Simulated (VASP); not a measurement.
```yaml
crystal:
  lattice:
    - [2.54800, 0.00000, 0.00000]
    - [-1.27400, 2.20664, 0.00000]
    - [0.00000, 0.00000, 6.71121]
  atoms:
    - { symbol: Cu, position: [0.33333, 0.66667, 0.04923] }
    - { symbol: Cu, position: [0.66667, 0.33333, 0.54923] }
    - { symbol: F, position: [0.33333, 0.66667, 0.32577] }
    - { symbol: F, position: [0.66667, 0.33333, 0.82577] }
```

The numbers are results of PBEsol GGA, VASP's PBE PAW potentials (set 64) (plane waves; VASP 6.6.1), not measurements. Run with 620 eV cut-off, 10×10×4 Γ-centred mesh, Gaussian smearing of 0.050 eV, potentials Cu F.

Q: Predict the energy per atom (σ→0), pressure.

A: 
| Item | Result |
|---|---|
| energy per atom (σ→0) | -3.915 eV/atom |
| pressure | 20.08 GPa |

The structure was generated: CuF was put into the wurtzite type (P6_3mc), which need not be its known phase. It was relaxed first under an external pressure of 20 GPa.
